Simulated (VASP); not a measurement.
# Li4GeN2 (Imm2) in VASP: single point with PBE

Aim: the single point of Li4GeN2 with PBE.

All numbers are computed with VASP 6.6.1; they aren't measurements. Logs are shortened: lines on timing, memory, paths and dates and some standing lists are left out, and cuts for length are marked.

### Step 1. The crystal as given

It takes space group Imm2 (No. 44, orthorhombic). The conventional cell has a = 3.386 Å, b = 10.002 Å, c = 4.900 Å, α = 90.00°, β = 90.00°, γ = 90.00°. Li (site symmetry m) has 3 N at 2.07 to 2.36 Å and 3 Li at 2.33 to 2.36 Å as nearest neighbours. Li (site symmetry m) is surrounded by 3 N at 1.94 to 2.06 Å. Ge (site symmetry mm2) has 2 N at 1.85 Å as nearest neighbours. N (site symmetry m) has 1 Ge at 1.85 Å and 5 Li at 1.94 to 2.07 Å as nearest neighbours.

The cell was built by a generator and needn't be a form met in nature.

### Step 2. Single point, PBE

Contents of INCAR:

```
SYSTEM = Li4GeN2
PREC = Normal
ENCUT = 520
EDIFF = 1E-5
ISMEAR = 0
SIGMA = 0.15
LREAL = Auto
LASPH = .True.
NELM = 80
ALGO = Fast
ISIF = 2
LWAVE = .False.
LCHARG = .False.
GGA = PE
KPAR = 4
```

Contents of KPOINTS:

```
regular mesh
0
Gamma
  8 8 8
  0 0 0
```

Contents of POSCAR:

```
Li4GeN2
1.0
   -1.6929800000      5.0011400000      2.4502300000
    1.6929800000     -5.0011400000      2.4502300000
    3.3859600000     10.0022800000     -4.9004600000
Li Ge N
8 2 4
Direct
    0.3737690000      0.7324740000      0.3206475000
    0.3737690000      0.7324740000      0.8206475000
    0.9638400000      0.2646140000      0.3496130000
    0.9638400000      0.2646140000      0.8496130000
    0.0911790000      0.7324740000      0.1793525000
    0.0911790000      0.7324740000      0.6793525000
    0.5653880000      0.2646140000      0.1503870000
    0.5653880000      0.2646140000      0.6503870000
    0.8000880000      0.8000880000      0.0000000000
    0.8000880000      0.8000880000      0.5000000000
    0.1508830000      0.9908720000      0.0800055000
    0.1508830000      0.9908720000      0.5800055000
    0.8308620000      0.9908720000      0.4199945000
    0.8308620000      0.9908720000      0.9199945000
```

Potentials or basis: VASP PAW PBE potentials, release 64 (Li_sv, Ge_d, N).

Command:

```console
cat potpaw_PBE.64/Li_sv/POTCAR potpaw_PBE.64/Ge_d/POTCAR potpaw_PBE.64/N/POTCAR > POTCAR
mpirun -np 4 vasp_std > vasp.out
```

OUTCAR:

```text
SYSTEM = Li4GeN2
   PREC = Normal
   ENCUT = 520
   EDIFF = 1E-5
   ISMEAR = 0
   LREAL = Auto
   LASPH = .True.
   NELM = 80
   ISIF = 2
   GGA = PE

 ion  position               nearest neighbor table
   1  0.374  0.732  0.321-  12 2.07  11 2.07   7 2.33   8 2.33   3 2.36
   2  0.374  0.732  0.821-  11 2.07  12 2.07   8 2.33   7 2.33   4 2.36
   3  0.964  0.265  0.350-  13 1.94  11 2.06  12 2.06   5 2.33   6 2.33   1 2.36   9 2.62  10 2.62

   4  0.964  0.265  0.850-  14 1.94  12 2.06  11 2.06   6 2.33   5 2.33   2 2.36  10 2.62   9 2.62

   5  0.091  0.732  0.179-  13 2.07  14 2.07   3 2.33   4 2.33   7 2.36
   6  0.091  0.732  0.679-  14 2.07  13 2.07   4 2.33   3 2.33   8 2.36
   7  0.565  0.265  0.150-  11 1.94  13 2.06  14 2.06   1 2.33   2 2.33   5 2.36  10 2.62   9 2.62

   8  0.565  0.265  0.650-  12 1.94  14 2.06  13 2.06   2 2.33   1 2.33   6 2.36   9 2.62  10 2.62

   9  0.800  0.800  0.000-  14 1.85  11 1.85   3 2.62   4 2.62   8 2.62   7 2.62
  10  0.800  0.800  0.500-  13 1.85  12 1.85   4 2.62   3 2.62   7 2.62   8 2.62
  11  0.151  0.991  0.080-   9 1.85   7 1.94   3 2.06   4 2.06   1 2.07   2 2.07
  12  0.151  0.991  0.580-  10 1.85   8 1.94   4 2.06   3 2.06   2 2.07   1 2.07
  13  0.831  0.991  0.420-  10 1.85   3 1.94   7 2.06   8 2.06   5 2.07   6 2.07
  14  0.831  0.991  0.920-   9 1.85   4 1.94   8 2.06   7 2.06   6 2.07   5 2.07

  LATTYP: Found a base centered monoclinic cell.
 ALAT       =    10.5598451845
 B/A-ratio  =     0.4640655156
 C/A-ratio  =     0.6412897047
 COS(beta)  =    -0.3206448523

  Lattice vectors:

 A1 = (  -1.6929800000,   5.0011400000,  -2.4502300000)
 A2 = (  -1.6929800000,   5.0011400000,   2.4502300000)
 A3 = (   6.7719200000,   0.0000000000,   0.0000000000)

Analysis of symmetry for initial positions (statically):
=====================================================================
 Subroutine PRICEL returns following result:

  LATTYP: Found a body centered orthorhombic cell.
 ALAT       =     3.3859600000
 B/A-ratio  =     1.4472882137
 C/A-ratio  =     2.9540455292

  Lattice vectors:

 A1 = (  -1.6929800000,   5.0011400000,  -2.4502300000)
 A2 = (   1.6929800000,   5.0011400000,   2.4502300000)
 A3 = (   1.6929800000,  -5.0011400000,  -2.4502300000)

   2 primitive cells build up your supercell.

 Routine SETGRP: Setting up the symmetry group for a
 base centered monoclinic supercell.

 Subroutine GETGRP returns: Found  2 space group operations
 (whereof  2 operations were pure point group operations)
 out of a pool of  4 trial point group operations.

The static configuration has the point symmetry C_2 .

Analysis of symmetry for dynamics (positions and initial velocities):
=====================================================================
 Subroutine PRICEL returns following result:

  LATTYP: Found a body centered orthorhombic cell.
 ALAT       =     3.3859600000
 B/A-ratio  =     1.4472882137
 C/A-ratio  =     2.9540455292

  Lattice vectors:

 A1 = (  -1.6929800000,   5.0011400000,  -2.4502300000)
 A2 = (   1.6929800000,   5.0011400000,   2.4502300000)
 A3 = (   1.6929800000,  -5.0011400000,  -2.4502300000)

   2 primitive cells build up your supercell.

 Routine SETGRP: Setting up the symmetry group for a
 base centered monoclinic supercell.

 Subroutine GETGRP returns: Found  2 space group operations
 (whereof  2 operations were pure point group operations)
 out of a pool of  4 trial point group operations.

The dynamic configuration has the point symmetry C_2 .

 Subroutine INISYM returns: Found  2 space group operations
 (whereof  2 operations are pure point group operations),
 and found     2 'primitive' translations

----------------------------------------------------------------------------------------

                                     Primitive cell

  volume of cell :      82.9827

  direct lattice vectors                    reciprocal lattice vectors
    -1.692980000  5.001140000 -2.450230000     0.000000000  0.099977205 -0.204062476
     1.692980000  5.001140000  2.450230000     0.295337216  0.099977205  0.000000000
     1.692980000 -5.001140000 -2.450230000     0.295337216  0.000000000 -0.204062476

  length of vectors
     5.820756792  5.820756792  5.820756792     0.227237619  0.311800437  0.358978502

  position of ions in fractional coordinates (direct lattice)
     0.908821000  0.641295000  0.267526000
     0.434612000  0.699226000  0.735386000
     0.626231000  0.358705000  0.267526000
     0.036160000  0.300774000  0.735386000
     0.199912000  0.000000000  0.199912000
     0.169139000  0.160011000  0.009128000
     0.849117000  0.839989000  0.009127000

  ion indices of the primitive-cell ions
   primitive index   ion index
                 1           1
                 2           3
                 3           5
                 4           7
                 5          10
                 6          11
                 7          13

----------------------------------------------------------------------------------------

 KPOINTS: regular mesh

Automatic generation of k-mesh.
 Grid dimensions read from file:
 generate k-points for:    8    8    8

 Generating k-lattice:

  Cartesian coordinates                     Fractional coordinates (reciprocal lattice)
     0.000000000  0.012497151  0.025507809     0.125000000  0.000000000  0.000000000
     0.036917152  0.000000000  0.025507809    -0.000000000  0.125000000  0.000000000
     0.018458576  0.006248575  0.000000000    -0.000000000  0.000000000  0.125000000

  Length of vectors
     0.028404702  0.044872313  0.019487527

  Shift w.r.t. Gamma in fractional coordinates (k-lattice)
     0.000000000  0.000000000  0.000000000

 Subroutine IBZKPT returns following result:
 ===========================================

 Found    150 irreducible k-points:

 Following reciprocal coordinates:
            Coordinates               Weight
  0.000000  0.000000  0.000000      1.000000
  0.125000  0.000000  0.000000      4.000000
  0.250000  0.000000  0.000000      4.000000
  0.375000  0.000000 -0.000000      4.000000
  0.500000  0.000000  0.000000      2.000000
 -0.000000  0.125000  0.000000      4.000000
[... 16 lines left out ...]
  0.250000  0.375000  0.000000      4.000000
  0.375000  0.375000  0.000000      4.000000
 [... further k-points ...]
   k-points           NKPTS =    150   k-points in BZ     NKDIM =    150   number of bands    NBANDS=     44
   number of dos      NEDOS =    301   number of ions     NIONS =     14
   total plane-waves  NPLWV =  71680
   dimension x,y,z NGX =    32 NGY =   32 NGZ =   70
   dimension x,y,z NGXF=    64 NGYF=   64 NGZF=  140
   ions per type =               8   2   4
   NGX,Y,Z   is equivalent  to a cutoff of   9.14,  9.14, 10.00 a.u.
   NGXF,Y,Z  is equivalent  to a cutoff of  18.28, 18.28, 19.99 a.u.
 SYSTEM =  Li4GeN2
   PREC   = normal    normal or accurate (medium, high low for compatibility)
   ISTART =      0    job   : 0-new  1-cont  2-samecut
   ICHARG =      2    charge: 1-file 2-atom 10-const
   ISPIN  =      1    spin polarized calculation?
   LNONCOLLINEAR =      F non collinear calculations
   LSORBIT =      F    spin-orbit coupling
   LASPH  =      T    aspherical Exc in radial PAW
   ENCUT  =  520.0 eV  38.22 Ry    6.18 a.u.  10.82 10.82 21.65*2*pi/ulx,y,z
   NELM   =     80;   NELMIN=  2; NELMDL= -5     # of ELM steps
   EDIFF  = 0.1E-04   stopping-criterion for ELM
   LREAL  =      T    real-space projection
   EDIFFG = 0.1E-03   stopping-criterion for IOM
   NSW    =      0    number of steps for IOM
   IBRION =     -1    ionic relax: 0-MD 1-quasi-New 2-CG
   NFREE  =      0    steps in history (QN), initial steepest desc. (CG)
   ISIF   =      2    stress and relaxation
   ISYM   =      2    0-nonsym 1-usesym 2-fastsym
   POTIM  = 0.5000    time-step for ionic-motion
   TEBEG  =    0.0;   TEEND  =   0.0 temperature during run
   PSTRESS=    0.0 pullay stress
   NELECT =      72.0000    total number of electrons
   NUPDOWN=      -1.0000    fix difference up-down
   EMIN   =  10.00;   EMAX   =-10.00  energy-range for DOS
   EFERMI =   0.00;   METHOD = LEGACY
   ISMEAR =     0;   SIGMA  =   0.15  broadening in eV -4-tet -1-fermi 0-gaus
   EFERMI_NEDOS =   21; number of points for ismear=-14 and -15
   IALGO  =     68    algorithm
   IMIX   =      4    mixing-type and parameters
     AMIX     =   0.40;   BMIX     =  1.00
     AMIX_MAG =   1.60;   BMIX_MAG =  1.00
  volume/ion in A,a.u.               =      11.85        80.00
  Fermi-wavevector in a.u.,A,eV,Ry     =   1.239309  2.341955 20.897025  1.535888
  Thomas-Fermi vector in A             =   2.373798
   LORBIT       =      0    0 simple, 1 ext, 2 COOP (PROOUT), +10 PAW based schemes
   GGA     = PE    functional components
   LHFCALC =     F    Hartree Fock is set to
   AEXX    =    0.0000 exact exchange contribution
   IVDW    =     0    specifies the selected vdW correction
   LEPSILON=     F    determine dielectric tensor
   LRPA    =     F    only Hartree local field effects (RPA)
 non-spin polarized calculation
 RMM-DIIS sequential band-by-band and
 Gauss-broadening in eV      SIGMA  =   0.15
  energy-cutoff  :      520.00
  volume of cell :      165.97
 maximum number of plane-waves:      4497
   NGX = 21   NGY = 21   NGZ = 43

 number of electron      72.0000023 magnetization

 Free energy of the ion-electron system (eV)
  ---------------------------------------------------
  ext. energy  EPLUGINS =         0.00000000
  ---------------------------------------------------
  free energy    TOTEN  =       -62.80477794 eV

  energy without entropy =      -62.78268574  energy(sigma->0) =      -62.79373184

 E-fermi :   2.9683     XC(G=0):  -9.3036

 val. band max:        2.9661822650   @ k =   0.2500   0.3750   0.1250
 cond. band min:       2.9735307896   @ k =  -0.1250  -0.2500   0.3750
 fundamental gap:      0.0073485247
 Fermi energy:         2.9682632059

 k-point     1 :       0.0000    0.0000    0.0000
  band No.  band energies     occupation
      1     -42.4091      2.00000
      2     -42.3980      2.00000
      3     -42.3918      2.00000
      4     -42.3908      2.00000
      5     -41.7558      2.00000
      6     -41.7546      2.00000
[... 36 lines left out ...]
     43       8.0532      0.00000
     44       9.4480      0.00000

 k-point     2 :       0.1250    0.0000    0.0000
  band No.  band energies     occupation
      1     -42.4085      2.00000
      2     -42.3978      2.00000
      3     -42.3922      2.00000
      4     -42.3906      2.00000
      5     -41.7558      2.00000
      6     -41.7547      2.00000
[... 36 lines left out ...]
     43       8.0304      0.00000
     44       9.0531      0.00000

 k-point     3 :       0.2500    0.0000    0.0000
  band No.  band energies     occupation
      1     -42.4067      2.00000
      2     -42.3975      2.00000
      3     -42.3934      2.00000
      4     -42.3903      2.00000
      5     -41.7557      2.00000
      6     -41.7551      2.00000
[... 976 lines left out ...]
     43       8.2940      0.00000
     44       8.6233      0.00000

 k-point    24 :       0.3750    0.3750    0.0000
  band No.  band energies     occupation
      1     -42.4006      2.00000
      2     -42.3981      2.00000
      3     -42.3978      2.00000
      4     -42.3915      2.00000
      5     -41.7555      2.00000
      6     -41.7554      2.00000
[... 36 lines left out ...]
     43       7.8111      0.00000
     44       8.2197      0.00000

 [... further k-points ...]

------------------------ aborting loop because EDIFF is reached ----------------------------------------

  FORCE on cell =-STRESS in cart. coord.  units (eV):
  Direction    XX          YY          ZZ          XY          YZ          ZX
  --------------------------------------------------------------------------------------
  -------------------------------------------------------------------------------------
  Total       -0.5748682      0.0255297     -0.4042910     -0.0165517      0.0000000      0.0000000
  in kB       -5.5495933      0.2464552     -3.9028956     -0.1597844      0.0000000      0.0000000
  external PRESSURE =      -3.0686779 kB  Pullay stress =       0.0000000 kB

 VOLUME and BASIS-vectors are now :
 -----------------------------------------------------------------------------
  energy-cutoff  :      520.00
  volume of cell :      165.97
      direct lattice vectors                 reciprocal lattice vectors
    -1.692980000  5.001140000  2.450230000     0.000000000  0.099977205  0.204062476
     1.692980000 -5.001140000  2.450230000     0.295337216  0.000000000  0.204062476
     3.385960000 10.002280000 -4.900460000     0.147668608  0.049988603  0.000000000

 POSITION                                       TOTAL-FORCE (eV/Angst)
 -----------------------------------------------------------------------------------
      1.69298      1.41327      1.13923         0.005594      0.000252      0.008459
      3.38596      6.41441     -1.31100         0.005594      0.000252      0.008459
     -0.00000      6.99385      1.29673        -0.015952     -0.014777     -0.009241
      1.69298     11.99499     -1.15350        -0.015952     -0.014777     -0.009241
      1.69298     -1.41327      1.13923        -0.005594     -0.000252      0.008459
      3.38596      3.58787     -1.31100        -0.005594     -0.000252      0.008459
      0.00000      3.00843      1.29673         0.015952      0.014777     -0.009241
      1.69298      8.00957     -1.15350         0.015952      0.014777     -0.009241
      0.00000      0.00000      3.92080        -0.000000      0.000000     -0.018821
      1.69298      5.00114      1.47057        -0.000000      0.000000     -0.018821
      1.69298     -3.40067      2.40550         0.000092      0.034510      0.010193
      3.38596      1.60047     -0.04473         0.000092      0.034510      0.010193
      1.69298      3.40067      2.40550        -0.000092     -0.034510      0.010193
      3.38596      8.40181     -0.04473        -0.000092     -0.034510      0.010193
 -----------------------------------------------------------------------------------
    total drift:                                0.002455     -0.006816     -0.018862

  FREE ENERGIE OF THE ION-ELECTRON SYSTEM (eV)
  ---------------------------------------------------
  free  energy   TOTEN  =       -62.8047779374 eV

  energy  without entropy=      -62.7826857368  energy(sigma->0) =      -62.79373184
```

It took 14 min on 4 MPI ranks of Intel Xeon 6975P-C (Granite Rapids), shared host; peak memory 0.74 GiB.

What came out:

* Free energy: -62.8048 eV
* Largest force: 0.036 eV/Å
* Band gap on the k mesh: none (metal or under the smearing width)

Forces in eV/Å, atoms in the order of the input:
```
Li   0.006  0.000  0.008
Li   0.006  0.000  0.008
Li  -0.016 -0.015 -0.009
Li  -0.016 -0.015 -0.009
Li  -0.006  0.000  0.008
Li  -0.006  0.000  0.008
Li   0.016  0.015 -0.009
Li   0.016  0.015 -0.009
Ge   0.000  0.000 -0.019
Ge   0.000  0.000 -0.019
N    0.000  0.035  0.010
N    0.000  0.035  0.010
N    0.000 -0.035  0.010
N    0.000 -0.035  0.010
```

Levels at points of the mesh, in eV from the Fermi level:
| k point | band 34 | band 35 | band 36 | band 37 | band 38 | band 39 |
| --- | --- | --- | --- | --- | --- | --- |
| (0.00, 0.00, 0.00) | -1.37 | -1.23 | -0.50 | -0.30 | 3.12 | 4.00 |
| (0.50, 0.00, 0.00) | -1.09 | -0.32 | 0.01 | 0.44 | 2.56 | 3.16 |
| (0.50, 0.50, 0.00) | -1.23 | -0.70 | -0.50 | -0.30 | 2.14 | 2.95 |
| (0.00, 0.00, 0.50) | -1.55 | -0.91 | -0.91 | 1.73 | 1.73 | 3.19 |
| (0.50, 0.00, 0.50) | -1.30 | -0.29 | -0.29 | 2.06 | 2.06 | 3.15 |
| (0.50, 0.50, 0.50) | -1.40 | -0.93 | -0.93 | 1.89 | 1.89 | 3.09 |

Caveat: the cutoff is under 1.25 times the usual one of these potentials, so pressure, stress and relaxed cells hold a basis-set (Pulay) error.
